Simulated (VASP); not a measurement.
Consider the following.

```
CELL_PARAMETERS angstrom
      2.22731    -3.85781     0.00000
      2.22731     3.85781     0.00000
      0.00000     0.00000     9.74415
ATOMIC_POSITIONS crystal
  Hg 0.76244 0.00000 0.66667
  Hg 0.00000 0.76244 0.33333
  Hg 0.23756 0.23756 0.00000
  S  0.45176 0.00000 0.16667
  S  0.00000 0.45176 0.83333
  S  0.54824 0.54824 0.50000
```

These are PBE GGA, VASP's PBE PAW potentials (set 64) (plane waves; VASP) values and carry that method's errors. Run with 400 eV cut-off, Gaussian smearing of 0.050 eV, potentials Hg S.

Without a dispersion term in the relaxation, distances and binding between the weakly bound layers, chains or molecules are unreliable, and so is what depends on them. Unless said otherwise, spin-orbit coupling is left out, though it shifts the bands of the heavy elements here.

Give the energies of bands 18 to 31 at the high-symmetry points, in eV from the valence-band maximum.

```
band      Γ      M      K      A      L      H
----  -----  -----  -----  -----  -----  -----
18    -5.53  -5.21  -5.32  -5.55  -5.50  -5.49
19    -3.58  -3.83  -3.52  -3.63  -3.95  -3.48
20    -3.58  -3.56  -3.35  -2.90  -3.40  -3.48
21    -1.70  -2.88  -3.35  -2.90  -3.12  -3.46
22    -1.55  -2.48  -2.61  -1.23  -2.26  -2.02
23    -1.21  -2.14  -2.10  -1.15  -1.72  -2.02
24    -1.21  -1.54  -2.10  -1.15  -1.46  -1.71
25    -0.10  -0.72  -0.75  -0.08  -1.34  -1.25
26    -0.03  -0.51  -0.56  -0.01  -0.44  -1.25
27    -0.03  -0.38  -0.56  -0.01  -0.43  -0.52
28     1.76   2.34   2.90   2.53   2.42   3.14
29     3.48   3.19   3.04   2.53   3.13   3.47
30     3.48   3.36   3.04   3.25   3.35   3.47
31     4.67   3.56   5.22   4.56   4.05   4.90
```

The gap is indirect, 1.76 eV, from the valence maximum at Γ-A at 0.67 to the conduction minimum at Γ.

The compound is HgS in the cinnabar structure. It was relaxed first, which changed the volume by +19 %.
